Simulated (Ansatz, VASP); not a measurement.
**MoS2 in two plane-wave programs**

One calculation is typed for both programs; each brings its own data sets. How far apart do they land? The cell is taken from a series of runs on this material, whose earlier steps may have relaxed, scaled, displaced or heated it; both programs get it as it stands.

Main program and level: Ansatz 0.2.0; plane waves, with VASP 6.6.1 beside it; zone-centre phonons at PBEsol.

**1. The structure**

It takes space group P6_3/mmc (No. 194, hexagonal). Conventional cell: a = 3.142 Å, b = 3.142 Å, c = 12.581 Å, α = 90.00°, β = 90.00°, γ = 120.00°. Mo has 6 S at 2.39 Å nearest. S has 3 Mo at 2.39 Å nearest. Farther neighbours and most contacts between anions are not listed.

**2. Ansatz: zone-centre phonons, PBEsol**

Ansatz runs on its PAW soft_1 files.

Second derivatives magnify differences that forces hide, and they need a tight electronic threshold.

Input file input.yaml:

```yaml
crystal:
  lattice:
    - [3.1415003403, 0.0, 0.0]
    - [-1.5707501701, 2.7206191007, 0.0]
    - [0.0, 0.0, 12.5814054223]
  atoms:
    - { symbol: Mo, position: [0.3333333333, 0.6666666667, 0.25] }
    - { symbol: Mo, position: [0.6666666667, 0.3333333333, 0.75] }
    - { symbol: S, position: [0.3333333333, 0.6666666667, 0.6260787885] }
    - { symbol: S, position: [0.6666666667, 0.3333333333, 0.1260787885] }
    - { symbol: S, position: [0.3333333333, 0.6666666667, 0.8739212115] }
    - { symbol: S, position: [0.6666666667, 0.3333333333, 0.3739212115] }
kpoints:
  mp_grid: { grid: [9, 9, 2] }
hamiltonian:
  xc: pbesol
  pseudopotentials: { kind: paw, azcp: { folder: soft_1 }, xc_functional: pbe }
scf:
  occupations: { method: fixed }
output:
  eigenvalues: true
phonons:
  method: dfpt
  dielectric: true
  rigid_motions: translations
```

Started as:

```
$ ansatz run input.yaml --threads 4 --pin off --max-ram 16384MiB --backend cpu --events-out ev --progress --plain --runs-dir out
```

Numbers of over 12 decimals in the logs are rounded to 6 here.

What it wrote:

```text
Engine: ansatz 0.2.0, aarch64-unknown-linux-gnu
Pseudopotentials: kind: paw
Pseudopotential: Mo, paw, valence charge 14, recommended cutoff 420 eV (normal), soft_1/Mo.paw.azcp
Pseudopotential: S, paw, valence charge 6, recommended cutoff 420 eV (normal), soft_1/S.paw.azcp
Functional definition: PBEsol
  exchange = pbesol_x
  correlation = pbesol_c
Crystal: 6 atoms, lattice volume = 107.531 Å³
Basis set: ecut = 420 eV, 2059 PW (Γ), exchange–correlation on 48×48×180 points (8 copies of the dense FFT grid, shifted against one another)
Bands: 32, of which v1, the nominal top of the filled ones, is band 26 counted from 1 (25 counted from 0)
Symmetry: 24 space group operations
k-points: 50 of 162 (irreducible under 2 space group operations, time reversal used)
Non-local potential: Mo, projectors of the file, l = 0: 3, l = 1: 2, l = 2: 2, l = 3: 1
Non-local potential: S, projectors of the file, l = 0: 2, l = 1: 2, l = 2: 1
PAW form: soft (Blöchl's): semilocal exchange-correlation on the pseudo side does not see the compensation charge
PAW frozen core: Mo, regenerated for the run's functional, and the local potential with it (the file was generated under x = pbe(κ = 0.804, μ = 0.219515), c = pbe(β = 0.066725))
PAW frozen core: S, regenerated for the run's functional, and the local potential with it (the file was generated under x = pbe(κ = 0.804, μ = 0.219515), c = pbe(β = 0.066725))
PAW one-centre angular grid: Mo, 590 points (default); XC on 64 Gauss nodes
PAW one-centre angular grid: S, 110 points (default); XC on 64 Gauss nodes
Initial density: superposition of atomic densities (chi_scale 0.1, normalization cell, long waves kept (reshape's long-wave potential 0.08 eV rms))
Initial wavefunctions: pseudopotential atomic-orbital guess
Functional: x = pbesol(κ = 0.804, μ = 0.123457), c = pbesol(β = 0.046)
SCF iter   1: F=—  HF=-13342.053930 eV  |F-HF|=—  |Δ(HF+E_count)|=         —  Δρ=6.00e-2  dr2=4.91e0  ethr=3.10e-3  ⟨swp⟩=5.6  Hψ=7132  notcnv=0  defer=137
preconditioner: auto → Resta (q_TF=auto, 2.417 Å⁻¹)  ε∞=7.8  [insulator: Δε(μ)=0.959 eV  Ē_g=8.259 eV  n_scr=26 (ndim 8)  ℏωp=21.5 eV  f_vac=0.004  ε∞_Penn≈7.8]
SCF iter   2: F=—  HF=-13340.821675 eV  |F-HF|=—  |Δ(HF+E_count)|=    1.23e0  Δρ=2.63e-2  dr2=1.76e0  ethr=3.10e-3  ⟨swp⟩=3.3  Hψ=3557  notcnv=0  defer=122
SCF iter   3: F=—  HF=-13340.488810 eV  |F-HF|=—  |Δ(HF+E_count)|=   3.33e-1  Δρ=1.43e-2  dr2=3.09e-1  ethr=3.10e-3  ⟨swp⟩=2.1  Hψ=2117  notcnv=0  defer=163
SCF iter   4: F=—  HF=-13340.404351 eV  |F-HF|=—  |Δ(HF+E_count)|=   8.45e-2  Δρ=2.92e-3  dr2=1.80e-2  ethr=5.95e-4  ⟨swp⟩=2.2  Hψ=2779  notcnv=0  defer=185
SCF iter   5: F=—  HF=-13340.404397 eV  |F-HF|=—  |Δ(HF+E_count)|=   4.58e-5  Δρ=8.32e-4  dr2=1.21e-3  ethr=3.47e-5  ⟨swp⟩=2.3  Hψ=2413  notcnv=0  defer=198
SCF iter   6: F=—  HF=-13340.404874 eV  |F-HF|=—  |Δ(HF+E_count)|=   4.78e-4  Δρ=3.55e-4  dr2=1.87e-4  ethr=2.33e-6  ⟨swp⟩=2.4  Hψ=2997  notcnv=0  defer=198
SCF iter   7: F=—  HF=-13340.404874 eV  |F-HF|=—  |Δ(HF+E_count)|=   2.21e-7  Δρ=3.70e-5  dr2=2.11e-6  ethr=3.60e-7  ⟨swp⟩=2.1  Hψ=2307  notcnv=0  defer=175
SCF iter   8: F=—  HF=-13340.404880 eV  |F-HF|=—  |Δ(HF+E_count)|=   5.73e-6  Δρ=9.94e-6  dr2=1.16e-7  ethr=4.05e-9  ⟨swp⟩=2.7  Hψ=3198  notcnv=0  defer=140
SCF iter   9: F=—  HF=-13340.404880 eV  |F-HF|=—  |Δ(HF+E_count)|=   1.33e-7  Δρ=1.72e-6  dr2=3.91e-9  ethr=2.23e-10  ⟨swp⟩=2.0  Hψ=2392  notcnv=0  defer=140
SCF iter  10: F=—  HF=-13340.404880 eV  |F-HF|=—  |Δ(HF+E_count)|=   2.48e-9  Δρ=3.85e-7  dr2=3.02e-10  ethr=7.53e-12  ⟨swp⟩=3.4  Hψ=3509  notcnv=0  defer=140
SCF iter  11: F=-13340.404880 eV  HF=-13340.404880 eV  |F-HF|=5.46e-12  |Δ(HF+E_count)|=  2.36e-11  Δρ=1.07e-7  dr2=1.68e-11  ethr=1.00e-12  ⟨swp⟩=15.5  Hψ=11294  notcnv=0
SCF 1 converged in 11 iterations: F = -13340.404880 eV  dr2 = 1.68e-11
  greatest PAW one-centre occupation: 0.999 electrons in one spin orbital (limit 2), on the Mo atom at site 1 (counted from 0), in its partial waves of l = 0
NSCF: frozen V_eff on 4 k-points
DFPT response loops at Γ: preconditioner auto → Resta (q_TF=auto, 2.417 Å⁻¹)  ε∞=7.5 (no band partly filled); β = 1.00, the filter's whole step (`scf.mixing.beta` (0.50) is not read by the response loops at its default; to damp them type it under 1.00, their step now; it binds the ground state too); Broyden in place of MSR1
── the response to a field inside a basis, on 10×10×2 k-points: an SCF that follows is theirs, and a resumed run solves both again ──
Bands: 27, of which v1, the nominal top of the filled ones, is band 26 counted from 1 (25 counted from 0)
k-points: 30 of 200 (irreducible under 8 space group operations)
Initial density: handed on by an earlier stage of this run
Initial wavefunctions: pseudopotential atomic-orbital guess (no wavefunctions were taken with the density)
Eigensolver: Dense (30 Hₖ)
SCF iter   1: F=—  HF=-13340.353084 eV  |F-HF|=—  |Δ(HF+E_count)|=         —  Δρ=2.33e-4  dr2=1.31e-5  ethr=1.00e-1
preconditioner: auto → Resta (q_TF=auto, 2.417 Å⁻¹)  ε∞=10.0  [insulator: Δε(μ)=1.212 eV  Ē_g=7.178 eV  n_scr=26 (ndim 8)  ℏωp=21.5 eV  f_vac=0.019  ε∞_Penn≈10.0]
SCF iter   2: F=—  HF=-13340.353093 eV  |F-HF|=—  |Δ(HF+E_count)|=   8.19e-6  Δρ=1.27e-4  dr2=4.24e-6  ethr=2.52e-8
SCF iter   3: F=—  HF=-13340.353096 eV  |F-HF|=—  |Δ(HF+E_count)|=   3.62e-6  Δρ=1.31e-5  dr2=4.68e-7  ethr=8.16e-9
SCF iter   4: F=-13340.353096 eV  HF=-13340.353096 eV  |F-HF|=5.71e-9  |Δ(HF+E_count)|=   4.68e-8  Δρ=6.32e-6  dr2=3.73e-8  ethr=8.99e-10
SCF 1 converged in 4 iterations: F = -13340.353096 eV  dr2 = 3.73e-8
  greatest PAW one-centre occupation: 0.999 electrons in one spin orbital (limit 2), on the Mo atom at site 0 (counted from 0), in its partial waves of l = 0
DFPT response loops at Γ: preconditioner auto → Resta (q_TF=auto, 2.417 Å⁻¹)  ε∞=7.0 (no band partly filled); β = 1.00, the filter's whole step (`scf.mixing.beta` (0.50) is not read by the response loops at its default; to damp them type it under 1.00, their step now; it binds the ground state too); Broyden in place of MSR1
WARN: field response: ε∞ stands inside a basis, on 10×10×2 points; the force constants stand on the 9×9×2 k-mesh, whose period is 13.36 times the interband length at k = (0.3333, 0.3333, 0.0000), direct gap 1.740 eV, under 14: take them and everything formed from them as unconverged, and compare with a denser kpoints.mp_grid
SCF converged after 11 iterations
Free energy (F): -13340.404880 eV
Harris-Foulkes:  -13340.404880 eV  (|F-HF|=5.46e-12)
Internal energy: -13340.404880 eV  (E = F + TS)
E sigma→0 (E₀):  -13340.404880 eV
Fermi energy:    10.643479 eV
--- Per-component energies (eV) ---
  E_band       = -321.145084
  E_kinetic    = 1269.900184
  E_local      = -4118.193758  (includes V_loc(G=0)·N_el)
  E_nonlocal   = 438.254727
  E_hartree    = 1609.820452
  E_xc         = -704.161407
  E_vxc        = -771.039854  (∫ρ·V_xc dr)
  E_paw        = -8677.271556  (= ΣΔE_a)
  E_vpaw       = -359.707394  (= ΣTr[D̂ρ^β])
  E_aug_tail   = 0.000079  (compensation charges beyond the density's cutoff)
  E_ewald      = -3159.419997
  E_core_change = 0.666397  (= ΣΔE_core)
  E_smearing   = -0.000000  (= −TS)
  E_closure    = 0.000000  (closes the sum)
  Σ components = -13340.404880   (vs F -13340.404880, Δ=0.00e0)
--- Band table (eV; the first three rows and the last of 50) ---
  k-point 0: bands = [... 22 lower, 8.6019, 9.3316, 9.5110, 10.6435, 12.9221, 12.9221, 12.9418, 12.9418, ... 2 higher]
  k-point 1: bands = [... 22 lower, 8.5860, 8.5860, 10.3508, 10.3508, 12.9277, 12.9277, 12.9277, 12.9277, ... 2 higher]
  k-point 2: bands = [... 22 lower, 8.7120, 9.5255, 9.6011, 10.3307, 12.6723, 12.7099, 12.8023, 12.9148, ... 2 higher]
  k-point 49: bands = [... 22 lower, 8.6267, 8.6267, 9.3581, 9.3581, 12.1501, 12.1501, 12.8196, 12.8196, ... 2 higher]
--- Phonons (Γ-DFPT): 4 representative perturbations + reference, on 50 of 162 k-points (Σ response iterations 12) ---
  k mesh reduced under 2 symmetry operations, with k and −k counted as one. Each operation leaves every solved perturbation unchanged. A smaller set is not considered because the run solves the response to a homogeneous field
  ASR residual: 6.663e-5 → 0.000e0 eV/Å²; symmetrization residual: 6.064e-6 eV/Å²
  ASR residual per site (eV/Å²): 6.66e-5 6.66e-5 5.62e-5 5.62e-5 5.62e-5 5.62e-5
  Γ frequencies (cm⁻¹): 0.00 0.00 0.00 25.19 25.19 34.46 284.64 284.64 285.96 285.96 384.63 384.63 384.72 384.72 405.23 406.61 467.87 469.91
  ε∞ (high-frequency dielectric tensor):
       14.783044    -0.000000     0.000000
       -0.000000    14.783044     0.000000
        0.000000     0.000000     6.007446
  ε⁰ (static dielectric tensor: ions relaxed, cell fixed):
       14.985332    -0.000000     0.000000
       -0.000000    14.985332     0.000000
        0.000000     0.000000     6.049894
  ε⁰ − ε∞ (ionic part):
        0.202288    -0.000000     0.000000
       -0.000000     0.202288     0.000000
        0.000000     0.000000     0.042448
  softest optical mode at Γ: 25.19 cm⁻¹; the repairs (sum rule, projections) moved no ω² at Γ by more than (1.18 cm⁻¹)²
  Born effective charges Z* (e; rows j = field, columns β = displacement):
    site 0:
        -1.12133    0.00000   -0.00000
         0.00000   -1.12133    0.00000
        -0.00000    0.00000   -0.62469
    site 1:
        -1.12133    0.00000   -0.00000
         0.00000   -1.12133    0.00000
        -0.00000    0.00000   -0.62469
    site 2:
         0.56066   -0.00000   -0.00000
        -0.00000    0.56066    0.00000
        -0.00000    0.00000    0.31234
    site 3:
         0.56066   -0.00000    0.00000
        -0.00000    0.56066    0.00000
         0.00000   -0.00000    0.31234
    site 4:
         0.56066   -0.00000    0.00000
        -0.00000    0.56066   -0.00000
         0.00000   -0.00000    0.31234
    site 5:
[...]
Z* charge neutrality: 1.517e-2 e pre-enforcement
  solved inside a basis spanned on kpoints, on 10×10×2 k-points, its susceptibility summed on 14×14×4: ε∞ is read to err by 7.2e-2, Z* by 1.9e-2 e (field_mesh: kpoints solves on kpoints); Z* is corrected for what the basis lacks
  optical modes at Γ without the LO–TO term, one row a degenerate level:
      ω (cm⁻¹)  modes    IR ((D/Å)²/amu)
[...]
optical modes at Γ + LO–TO along q̂ = [1.0000, 0.0000, 0.0000]:
      ω (cm⁻¹)  modes    IR ((D/Å)²/amu)
[...]
optical modes at Γ + LO–TO along q̂ = [0.0000, 1.0000, 0.0000]:
      ω (cm⁻¹)  modes    IR ((D/Å)²/amu)
[...]
optical modes at Γ + LO–TO along q̂ = [0.0000, 0.0000, 1.0000]:
      ω (cm⁻¹)  modes    IR ((D/Å)²/amu)
[...]
284.64      2             0.0000
        285.96      2             0.0000
        384.63      2             0.0000
        384.72      2             3.0190
        405.23      1             0.0000
        406.61      1             0.0000
        469.52      1             0.4685
        469.91      1             0.0000
```

In the SCF lines HF is the Harris–Foulkes energy and dr2 the Hartree energy of the density residual, in eV; the loop may stop once dr2 is under the threshold and the program's other checks hold. Hψ counts applications of the Hamiltonian.

(Continued in part 2 of 3.)

[Lines on the potential files, build, host, timing and source positions are cut from VASP's logs without a mark.]

[Logs are printed without paths, hosts, clocks, repeated set-up lines and the standing remarks that a program may print on its own settings, such as how far it seeks lower states.]

[Hosts, paths, dates, database ids (printed as entryN), source tags and the programs' standing remarks are cut or masked in the printed files.]
